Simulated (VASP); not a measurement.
Method: PBEsol GGA, VASP's PBE PAW potentials (set 64) (plane waves; VASP 6.6.1).

VASP input:

File POSCAR:
```
Mg
1.0
  1.5955127804  -2.7635096455   0.0000000000
  1.5955127804   2.7635096455   0.0000000000
  0.0000000000   0.0000000000   5.0915719809
Mg
2
Direct
  0.3333330000   0.6666670000   0.2500000000
  0.6666670000   0.3333330000   0.7500000000
```

INCAR:
```
# general
SYSTEM  =  Mg
PREC    =  Accurate
ENCUT   =  400
LREAL   =  .FALSE.
LASPH   =  .TRUE.   # aspherical one-centre terms

# electronic loop
EDIFF   =  1E-6   # SCF stop (eV)
NELM    =  100   # most electronic steps
ALGO    =  Normal

# smearing
ISMEAR  =  1
SIGMA   =  0.1

# functional
GGA     =  PS

# ions
IBRION  =  2   # conjugate gradients
NSW     =  60   # most ionic steps
ISIF    =  3   # ions, shape and volume
EDIFFG  =  -0.01

# output
LWAVE   =  .FALSE.
LCHARG  =  .FALSE.
```

File KPOINTS:
```
Automatic mesh
0
Gamma
12 12 7
0 0 0
```

POTCAR, in this order: Mg (PBE.64 set). Program: vasp_std.

Problem. Predict the energy per atom (σ→0), band gap (on the k-mesh).

Solution. 
```
Quantity                                                    Result
------------------------  ----------------------------------------
energy per atom (σ→0)                               -1.725 eV/atom
band gap (on the k-mesh)  none (metal, semimetal or under 0.01 eV)
```

### OSZICAR
```
...
DAV:   3    -0.346897060088E+01   -0.15695E-01   -0.15698E-01  1290   0.293E+00
DAV:   4    -0.346901991021E+01   -0.49309E-04   -0.49309E-04  1230   0.131E-01
DAV:   5    -0.346902024554E+01   -0.33533E-06   -0.33539E-06  1296   0.800E-03    0.967E-01
DAV:   6    -0.345850941732E+01    0.10511E-01   -0.53152E-04  1086   0.217E-01    0.615E-01
DAV:   7    -0.344895979539E+01    0.95496E-02   -0.22491E-03   990   0.395E-01    0.313E-02
DAV:   8    -0.344896458088E+01   -0.47855E-05   -0.13642E-05  1464   0.320E-02    0.636E-03
DAV:   9    -0.344896420130E+01    0.37958E-06   -0.95093E-07   978   0.616E-03
   1 F= -.34489642E+01 E0= -.34491108E+01  d E =-.344896E+01
```

The compound is Mg in the hcp structure. It was relaxed first. The start is the result of an earlier pass.
